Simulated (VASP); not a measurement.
Here is the system:

```
Al2Au
1.0
    0.00000     3.02966     3.02966
    3.02966     0.00000     3.02966
    3.02966     3.02966     0.00000
Al Au
2 1
Direct
  0.25000   0.25000   0.25000
  0.75000   0.75000   0.75000
  0.00000   0.00000   0.00000
```

Level of theory: PBE GGA, VASP's PBE PAW potentials (set 64) (plane waves; VASP). Run with 300 eV cut-off, 6×6×6 Γ-centred mesh, Fermi-Dirac smearing of 0.10 eV, potentials Al Au.

Question: Give the energies of bands 1 to 11 at the high-symmetry points, in eV from the Fermi level.

Answer: 
```
band       Γ      X      U      L      W
----  ------  -----  -----  -----  -----
1     -10.29  -7.08  -7.18  -8.28  -6.83
2      -6.38  -6.85  -6.60  -6.29  -6.83
3      -6.38  -6.09  -6.36  -6.14  -6.10
4      -6.38  -5.60  -5.71  -6.14  -6.05
5      -5.45  -5.60  -5.41  -5.34  -5.60
6      -5.45  -5.17  -5.36  -5.34  -5.04
7       2.08  -4.87  -4.49  -5.29  -3.91
8       3.00  -1.99  -3.29   0.43  -3.91
9       3.00  -1.99  -1.27   0.43  -2.09
10      3.00   1.15   1.80   3.28   4.06
11      3.83   2.14   4.36   3.42   4.06
```

It has no gap at this level: it comes out as a metal or semimetal.

The structure comes from a computed database's Al2Au entry; how it stands against other phases isn't given here. The cell was not relaxed at this level. The electron count is odd and the run is not spin-polarised, which forces a metal.
